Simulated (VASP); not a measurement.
A VASP calculation is set up with these files.

### INCAR
```
# general
SYSTEM   =  ZnS
PREC     =  Accurate
ENCUT    =  400   # plane-wave cut-off (eV)
LREAL    =  F   # projection in real space or not
LASPH    =  T

# electronic loop
EDIFF    =  1E-6   # SCF stop (eV)
NELM     =  100   # most electronic steps
ALGO     =  Normal
LMAXMIX  =  4   # l cut-off of mixed one-centre charges
LMIXTAU  =  T

# smearing
ISMEAR   =  0   # Gaussian
SIGMA    =  0.05   # width (eV)

# functional
METAGGA  =  R2SCAN

# ions
IBRION   =  2   # conjugate gradients
NSW      =  60   # most ionic steps
ISIF     =  3   # ions, shape and volume
EDIFFG   =  -0.02

# output
LWAVE    =  F
LCHARG   =  F
```

File POSCAR:
```
ZnS
1.0
  3.9476288711   0.0000000000   0.0000000000
 -1.9738144355   3.4187463577   0.0000000000
  0.0000000000   0.0000000000   5.8286772936
Zn S
2 2
Cart
 -0.0000019738   2.2791653780   1.4571693234
  1.9738164094   1.1395809797   4.3715079702
  1.9738164094   1.1395809797   1.4571693234
 -0.0000019738   2.2791653780   4.3715079702
```

### KPOINTS
```
Automatic mesh
0
Gamma
6 6 4
0 0 0
```

POTCAR, in this order: Zn S (PBE.64 set). Program: vasp_std.

Question: Translate this r2SCAN calculation to Ansatz.

Answer: One equivalent input (not run):
Ansatz 0.2 input:
```yaml
crystal:
  lattice:
    - [3.9476289, 0.0000000, 0.0000000]
    - [-1.9738144, 3.4187464, 0.0000000]
    - [0.0000000, 0.0000000, 5.8286773]
  atoms:
    - { symbol: Zn, position: [0.3333330, 0.6666670, 0.2500000] }
    - { symbol: Zn, position: [0.6666670, 0.3333330, 0.7500000] }
    - { symbol: S, position: [0.6666670, 0.3333330, 0.2500000] }
    - { symbol: S, position: [0.3333330, 0.6666670, 0.7500000] }
kpoints:
  mp_grid: { grid: [6, 6, 4] }
hamiltonian:
  xc: r2scan
  pseudopotentials: { kind: paw }
scf:
  occupations: { method: gaussian, width: 0.05 }
  max_iter: 100
relax:
  max_steps: 60
  f_tol: 0.02
  cell: {}
output: { forces: true, stress: true, eigenvalues: true }
```
The two are equivalent in intent, not identical: each code has its own PAW files, so the cut-off isn't converted (ENCUT is set for VASP's; basis.ecutwfc is left out, and Ansatz then takes the one that its files recommend); Ansatz stops its SCF on the density residual and VASP on the energy change (EDIFF).

The structure was generated: ZnS was put into the layered h-BN type type (P6_3/mmc), which need not be its known phase. It was relaxed first, which changed the volume by -36 %. The start is the result of an earlier pass.
